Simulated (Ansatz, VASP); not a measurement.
## C (Graphite) in two plane-wave programs

One calculation is typed for both programs; each brings its own data sets. How far apart do they land? The structure shown comes from an earlier Ansatz run, which isn't shown and may have moved the atoms alone.

Method: plane waves, with VASP 6.6.1 beside it; elastic constants at PBE with D3(BJ), in Ansatz 0.2.0.

### 1. Set-up

Symmetry: P6_3/mmc, No. 194, hexagonal system. The conventional cell has a = 2.465 Å, b = 2.465 Å, c = 6.738 Å, α = 90.00°, β = 90.00°, γ = 120.00°. C has 3 C at 1.42 Å nearest. Nearest to C lie 3 C at 1.42 Å.

### 2. Ansatz: elastic constants, PBE with D3(BJ)

Ansatz runs on its PAW soft_1 files.

Elastic constants are differences of stresses under small strains, so they test the stress and the mesh.

File input.yaml:

```yaml
crystal:
  lattice:
    - [2.4649524326, 0.0, 0.0]
    - [-1.2324762163, 2.1347114258, 0.0]
    - [0.0, 0.0, 6.7375092379]
  atoms:
    - { symbol: C, position: [0.0, 0.0, 0.75] }
    - { symbol: C, position: [0.0, 0.0, 0.25] }
    - { symbol: C, position: [0.3333333333, 0.6666666667, 0.75] }
    - { symbol: C, position: [0.6666666667, 0.3333333333, 0.25] }
kpoints:
  mp_grid: { grid: [24, 24, 8] }
hamiltonian:
  xc: pbe
  dispersion: d3bj
  pseudopotentials: { kind: paw, azcp: { folder: soft_1 } }
scf:
  occupations: { method: fermi_dirac, width: 0.15 }
output:
  forces: true
  stress: true
  eigenvalues: true
elastic:
  mode: relaxed_ion
  amplitude: 0.01
  stencil: two_point
```

On the command line:

```console
$ ansatz run input.yaml --threads 4 --pin off --max-ram 8192MiB --backend cpu --events-out ev --progress --plain --runs-dir out
```

Numbers of over 12 decimals in the logs are rounded to 6 here.

Output:

```text
band count auto-derived: 13 (N_el = 16.0; filled up to band 8; 12 by the electrons, moments and atoms)
Engine: ansatz 0.2.0, x86_64-unknown-linux-gnu
Pseudopotentials: kind: paw
Pseudopotential: C, paw, valence charge 4, recommended cutoff 420 eV (normal), soft_1/C.paw.azcp
Functional definition: PBE
  parameter kappa = 0.804
  parameter beta = 0.066725
  exchange = pbe_x(kappa = kappa, mu = beta*pi^2/3)
  correlation = pbe_c(beta = beta)
Crystal: 4 atoms, lattice volume = 35.453 Å³
Basis set: ecut = 420 eV, 665 PW (Γ), exchange–correlation on 36×36×96 points (8 copies of the dense FFT grid, shifted against one another)
Bands: 13, of which v1, the nominal top of the filled ones, is band 8 counted from 1 (7 counted from 0)
Symmetry: 24 space group operations
Space group: P63/mmc (ITA 194), of the structure as read, at distance tolerance 3.3e-5 Å
k-points: 305 of 4608
Non-local potential: C, projectors of the file, l = 0: 2, l = 1: 2, l = 2: 1
PAW form: soft (Blöchl's): semilocal exchange-correlation on the pseudo side does not see the compensation charge
PAW one-centre angular grid: C, 110 points (default); XC on 64 Gauss nodes
Initial density: superposition of atomic densities (chi_scale 0.1, normalization cell)
Initial wavefunctions: pseudopotential atomic-orbital guess
Functional: x = pbe(κ = 0.804, μ = 0.219515), c = pbe(β = 0.066725)
SCF iter   1: F=—  HF=-1006.486579 eV  |F-HF|=—  |Δ(HF+E_count)|=         —  Δρ=1.28e-1  dr2=5.05e0  ethr=3.10e-3  ⟨swp⟩=5.3  Hψ=21481  notcnv=0
preconditioner: auto → none  [metal: Δε(μ)=0.189 eV  Ē_g=17.153 eV  σ=0.150 eV  W_gap=0.28  n_scr=4 (ndim 8)  ℏωp=24.9 eV  f_vac=0.000  D(μ)=0.06/eV (n_scr^D=0)  sad-step TF]
SCF iter   2: F=—  HF=-1005.266449 eV  |F-HF|=—  |Δ(HF+E_count)|=    1.22e0  Δρ=7.61e-2  dr2=2.15e0  ethr=3.10e-3  ⟨swp⟩=2.9  Hψ=10099  notcnv=0  defer=141
SCF iter   3: F=—  HF=-1004.332242 eV  |F-HF|=—  |Δ(HF+E_count)|=   9.34e-1  Δρ=7.62e-3  dr2=9.98e-3  ethr=3.10e-3  ⟨swp⟩=3.2  Hψ=10318  notcnv=0  defer=139
SCF iter   4: F=—  HF=-1004.342375 eV  |F-HF|=—  |Δ(HF+E_count)|=   1.01e-2  Δρ=7.93e-4  dr2=1.83e-4  ethr=6.24e-5  ⟨swp⟩=2.2  Hψ=8278  notcnv=0  defer=136
SCF iter   5: F=—  HF=-1004.342589 eV  |F-HF|=—  |Δ(HF+E_count)|=   2.15e-4  Δρ=1.08e-4  dr2=3.64e-6  ethr=1.15e-6  ⟨swp⟩=2.2  Hψ=5957  notcnv=0  defer=136
SCF iter   6: F=—  HF=-1004.342625 eV  |F-HF|=—  |Δ(HF+E_count)|=   3.51e-5  Δρ=1.53e-5  dr2=4.85e-8  ethr=2.27e-8  ⟨swp⟩=2.2  Hψ=6055  notcnv=0  defer=136
SCF iter   7: F=—  HF=-1004.342625 eV  |F-HF|=—  |Δ(HF+E_count)|=   2.09e-7  Δρ=3.24e-6  dr2=2.55e-9  ethr=3.03e-10  ⟨swp⟩=2.0  Hψ=6324  notcnv=0  defer=136
SCF iter   8: F=—  HF=-1004.342625 eV  |F-HF|=—  |Δ(HF+E_count)|=  1.91e-10  Δρ=3.47e-7  dr2=2.65e-11  ethr=1.59e-11  ⟨swp⟩=2.6  Hψ=6229  notcnv=0  defer=136
SCF iter   9: F=-1004.342625 eV  HF=-1004.342625 eV  |F-HF|=3.41e-13  |Δ(HF+E_count)|=  1.33e-11  Δρ=1.66e-8  dr2=4.73e-14  ethr=1.00e-12  ⟨swp⟩=6.8  Hψ=22613  notcnv=0
SCF 1 converged in 9 iterations: F = -1004.342625 eV  dr2 = 4.73e-14
  greatest PAW one-centre occupation: 0.674 electrons in one spin orbital (limit 2), on the C atom at site 1 (counted from 0), in its partial waves of l = 0
Crystal: 4 atoms, lattice volume = 35.098 Å³
Basis set: ecut = 420 eV, 657 PW (Γ), exchange–correlation on 36×36×96 points (8 copies of the dense FFT grid, shifted against one another)
Symmetry: 8 space group operations
k-points: 785 of 4608
Initial density: handed on by an earlier stage of this run
Initial wavefunctions: pseudopotential atomic-orbital guess (no wavefunctions were taken with the density)
iter 1 solved again at ethr=4.99e-5 eV; its pass at ethr=3.10e-3 eV (dr2=7.99e-3 eV) is discarded
[...]
preconditioner: auto → none  [metal: Δε(μ)=0.017 eV  Ē_g=16.558 eV  σ=0.150 eV  W_gap=0.03  n_scr=4 (ndim 8)  ℏωp=25.1 eV  f_vac=0.000  D(μ)=0.05/eV (n_scr^D=0)]
[...]
SCF 21 converged in 8 iterations: F = -1004.342582 eV  dr2 = 1.69e-14
relax step   2: F+E_penalty+E_count = -1004.34258182 eV  Δ(F+E_penalty+E_count) = -6.757e-8 eV  max|allowed force component| = 6.497e-5 eV/Å  Δτ_max = 0.0007 Å  (8 SCF iters, accepted)
[...]
SCF 22 converged in 6 iterations: F = -1004.342582 eV  dr2 = 2.22e-15
relax step   3: F+E_penalty+E_count = -1004.34258182 eV  Δ(F+E_penalty+E_count) = -1.151e-9 eV  max|allowed force component| = 2.387e-5 eV/Å  Δτ_max = 0.0000 Å  (6 SCF iters, accepted)
[...]
SCF iter   7: F=—  HF=-1004.342582 eV  |F-HF|=—  |Δ(HF+E_count)|=  5.00e-12  Δρ=4.88e-8  dr2=1.90e-13  ethr=2.58e-15 (applied; sched 1.00e-12)  ⟨swp⟩=2.6  Hψ=22635  notcnv=0
iter 8 did not close the SCF: its close was put off for the readings that it lacked (scf_convergence_deferred on its scf_iter line)
SCF iter   8: F=-1004.342582 eV  HF=-1004.342582 eV  |F-HF|=9.09e-13  |Δ(HF+E_count)|=  2.39e-12  Δρ=2.86e-8  dr2=6.53e-14  ethr=1.19e-15 (applied; sched 1.00e-12)  ⟨swp⟩=2.1  Hψ=24600  notcnv=0
iter 9 did not close the SCF: its close was put off for the readings that it lacked (scf_convergence_deferred on its scf_iter line)
SCF iter   9: F=-1004.342582 eV  HF=-1004.342582 eV  |F-HF|=1.14e-13  |Δ(HF+E_count)|=  9.09e-13  Δρ=1.18e-8  dr2=1.13e-14  ethr=6.25e-16 (applied; sched 1.00e-12)  ⟨swp⟩=2.0  Hψ=24594  notcnv=0
iter 10 did not close the SCF: its close was put off for the readings that it lacked (scf_convergence_deferred on its scf_iter line)
SCF iter  10: F=-1004.342582 eV  HF=-1004.342582 eV  |F-HF|=0.00e0  |Δ(HF+E_count)|=  4.55e-13  Δρ=2.40e-10  dr2=7.46e-18  ethr=6.25e-16 (applied; sched 1.00e-12)  ⟨swp⟩=2.6  Hψ=23243  notcnv=0
iter 11 did not close the SCF: its close was put off for the readings that it lacked (scf_convergence_deferred on its scf_iter line)
SCF iter  11: F=-1004.342582 eV  HF=-1004.342582 eV  |F-HF|=1.14e-13  |Δ(HF+E_count)|=    0.00e0  Δρ=1.20e-10  dr2=3.09e-18  ethr=6.25e-16 (applied; sched 1.00e-12)  ⟨swp⟩=1.0  Hψ=15782  notcnv=0
SCF iter  12: F=-1004.342582 eV  HF=-1004.342582 eV  |F-HF|=2.27e-13  |Δ(HF+E_count)|=  1.14e-13  Δρ=4.75e-11  dr2=2.02e-19  ethr=1.00e-12  ⟨swp⟩=1.6  Hψ=37865  notcnv=0
SCF 23 converged in 12 iterations: F = -1004.342582 eV  dr2 = 2.02e-19
SCF converged after 9 iterations
Free energy (F): -1004.342625 eV
Harris-Foulkes:  -1004.342625 eV  (|F-HF|=3.41e-13)
Internal energy: -1004.337909 eV  (E = F + TS)
E sigma→0 (E₀):  -1004.340267 eV
Entropy (-TS):   -0.004716 eV (-1.179 meV/atom)
Fermi energy:    6.971628 eV
--- Per-component energies (eV) ---
  E_band       = -34.744067
  E_kinetic    = 354.278285
  E_local      = -590.673028  (includes V_loc(G=0)·N_el)
  E_nonlocal   = 93.776909
  E_hartree    = 185.347166
  E_xc         = -187.925312
  E_vxc        = -231.445181  (∫ρ·V_xc dr)
  E_paw        = -400.403066  (= ΣΔE_a)
  E_vpaw       = -31.375450  (= ΣTr[D̂ρ^β])
  E_aug_tail   = 0.000066  (compensation charges beyond the density's cutoff)
  E_ewald      = -458.116515
  E_disp       = -0.622413  (pairwise vdW)
  E_smearing   = -0.004716  (= −TS)
  E_closure    = 0.000000  (closes the sum)
  Σ components = -1004.342625   (vs F -1004.342625, Δ=0.00e0)
--- Forces (eV/Å), atoms counted from 1 ---
  atom   1  C     -0.00000000    -0.00000000    -0.00000000
  atom   2  C     -0.00000000     0.00000000     0.00000000
  atom   3  C      0.00000000     0.00000000     0.00000000
  atom   4  C      0.00000000    -0.00000000    -0.00000000
  max |Σ_I F_I| component: 1.48e-16 eV/Å
--- Stress (GPa, compression-positive) ---
        0.004812      -0.000000       0.000000
       -0.000000       0.004812       0.000000
        0.000000       0.000000       0.002934
  P = ⅓ Tr σ = 0.0042 GPa (0.042 kbar)
--- Band table (eV; the first three rows and the last of 305) ---
  k-point 0: bands = [... 4 lower, 3.9388, 3.9388, 3.9561, 3.9561, 11.2104, 15.3004, 15.3004, 15.3499, ... 1 higher]
  k-point 1: bands = [... 4 lower, 3.9394, 3.9394, 3.9555, 3.9555, 11.4002, 15.3022, 15.3022, 15.3482, ... 1 higher]
  k-point 2: bands = [... 4 lower, 3.9414, 3.9414, 3.9535, 3.9535, 11.9436, 15.3076, 15.3076, 15.3424, ... 1 higher]
  k-point 304: bands = [... 4 lower, -3.5935, -3.5935, 6.9476, 6.9476, 6.9668, 6.9668, 17.1318, 17.1318, ... 1 higher]
--- Elastic constants: 3 strain directions × 2 members + reference (group order 24) ---
  dense FFT box of the reference and of every strained cell: 18×18×48
  strains applied: 11, 33, 23; error gains: componentwise 1.00 (the most a stress slope's error grows in a printed constant), spectral 1.41 (1 for all six strains in a standard setting)
  pairwise dispersion correction: d3bj (s6 = 1.0, s8 = 0.7875, a1 = 0.4289, a2_bohr = 4.4407), with the weights of each atom's references fixed at the reference crystal's, and the forces and stress that the weights' published response gives there kept as a pressure on the atom's counted neighbours (hamiltonian.dispersion)
  C = ∂σ_k/∂η_j (tension-positive GPa; Voigt order 11 22 33 23 13 12):
      1042.362    184.524     -7.108      0.000      0.000      0.000
       184.524   1042.362     -7.108     -0.000     -0.000     -0.000
        -7.096     -7.096     31.846      0.000      0.000      0.000
        -0.000      0.000      0.000      3.511     -0.000     -0.000
        -0.000      0.000      0.000     -0.000      3.511     -0.000
         0.000     -0.000     -0.000      0.000      0.000    428.919
  reference stress σ⁰ (GPa):     -0.005     -0.005     -0.003     -0.000     -0.000      0.000
  C* (energy form; C + prestress term) asymmetry max|C*_kj − C*_jk| = 1.392e-2 GPa — a small one proves nothing (zero by symmetry where the batch's group is 432, −43m or m−3m); a large one is finite-difference/SCF noise where every solve meets its electron count
  moduli (Voigt/Reuss/Hill, GPa): K = 273.02/29.55/151.28   G = 216.94/8.11/112.52   E = 270.51   ν = 0.202
  mechanically stable: yes (min eigenvalue of sym C = 3.51 GPa)
  strain η (Voigt 11):  stress-route row diagonal C_11 = 1042.36 GPa, energy-path curvature d²(F+E_count+ΔE)/dδ²/Ω₀ = 1042.27 GPa
         δ    σ_11 (GPa)             F (eV)   n_scf  n_hpsi   n_pw
    -1.000e-2     -10.7181       -1004.3308641      12  258605    708   relax 6 steps, max|allowed force component| 8.85e-6 eV/Å
     1.000e-2      10.1291       -1004.3313079      12  261118    724   relax 3 steps, max|allowed force component| 1.72e-5 eV/Å
  strain η (Voigt 33):  stress-route row diagonal C_33 = 31.85 GPa, energy-path curvature d²(F+E_count+ΔE)/dδ²/Ω₀ = 31.80 GPa
         δ    σ_33 (GPa)             F (eV)   n_scf  n_hpsi   n_pw
    -1.000e-2      -0.3433       -1004.3422468       8   85631    702   relax 0 steps, max|allowed force component| 9.07e-16 eV/Å
     1.000e-2       0.2936       -1004.3422887       5   69332    716   relax 0 steps, max|allowed force component| 2.04e-16 eV/Å
  strain η (Voigt 23):  stress-route row diagonal C_44 = 3.51 GPa, energy-path curvature d²(F+E_count+ΔE)/dδ²/Ω₀ = 3.53 GPa
         δ    σ_23 (GPa)             F (eV)   n_scf  n_hpsi   n_pw
    -1.000e-2      -0.0351       -1004.3425818      13  420111    708   relax 4 steps, max|allowed force component| 2.66e-5 eV/Å
     1.000e-2       0.0351       -1004.3425818      12  408405    708   relax 3 steps, max|allowed force component| 2.39e-5 eV/Å
```

(Part 1 of 2 ends here.)

[Lines on the potential files, build, host, timing and source positions are cut from VASP's logs without a mark.]

[Logs are printed without paths, hosts, clocks, repeated set-up lines and the standing remarks that a program may print on its own settings, such as how far it seeks lower states.]

[Hosts, paths, dates, database ids (printed as entryN), source tags and the programs' standing remarks are cut or masked in the printed files.]
